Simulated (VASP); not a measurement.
OSZICAR of a VASP run on GaSb (zinc blende):

### OSZICAR
```
       N       E                     dE             d eps       ncg     rms          rms(c)
DAV:   1     0.763290264130E+02    0.76329E+02   -0.85515E+03  1230   0.161E+03
DAV:   2    -0.205587398132E+01   -0.78385E+02   -0.75773E+02  1357   0.299E+02
DAV:   3    -0.732114062960E+01   -0.52653E+01   -0.52425E+01  1552   0.695E+01
DAV:   4    -0.741521536457E+01   -0.94075E-01   -0.94033E-01  1422   0.104E+01
DAV:   5    -0.741800369666E+01   -0.27883E-02   -0.27883E-02  1569   0.152E+00    0.309E+00
DAV:   6    -0.737749897539E+01    0.40505E-01   -0.71185E-02  1711   0.467E+00    0.185E+00
DAV:   7    -0.736603241110E+01    0.11467E-01   -0.41047E-02  1432   0.190E+00    0.339E-01
DAV:   8    -0.736695324680E+01   -0.92084E-03   -0.47409E-03  1497   0.955E-01    0.714E-02
DAV:   9    -0.736742653728E+01   -0.47329E-03   -0.70737E-04  1358   0.238E-01    0.332E-02
DAV:  10    -0.736747583343E+01   -0.49296E-04   -0.60753E-05  1487   0.539E-02    0.101E-02
DAV:  11    -0.736749286741E+01   -0.17034E-04   -0.28707E-05  1307   0.476E-02    0.366E-03
DAV:  12    -0.736749396619E+01   -0.10988E-05   -0.16581E-06  1427   0.105E-02    0.850E-04
DAV:  13    -0.736749379751E+01    0.16868E-06   -0.62537E-08   994   0.198E-03    0.148E-04
DAV:  14    -0.736749385131E+01   -0.53799E-07   -0.22220E-08   856   0.121E-03
   1 F= -.70004914E+01 E0= -.70005413E+01  d E =-.700049E+01
```

Which electronic solver shows in the log?

It is blocked Davidson (ALGO = Normal, or the opening steps of other solvers). The INCAR had ALGO = Normal.

Can the final energy be trusted as converged?

Self-consistency was reached. It stopped with EDIFF = 1E-7, NELM = 100, NSW = 40 and EDIFFG = -0.01 after 1 ionic step (PBE GGA, plane waves, VASP's PBE PAW potentials (set 64)).

The compound is GaSb in the zinc blende structure. It was relaxed first under an external pressure of 1 GPa.
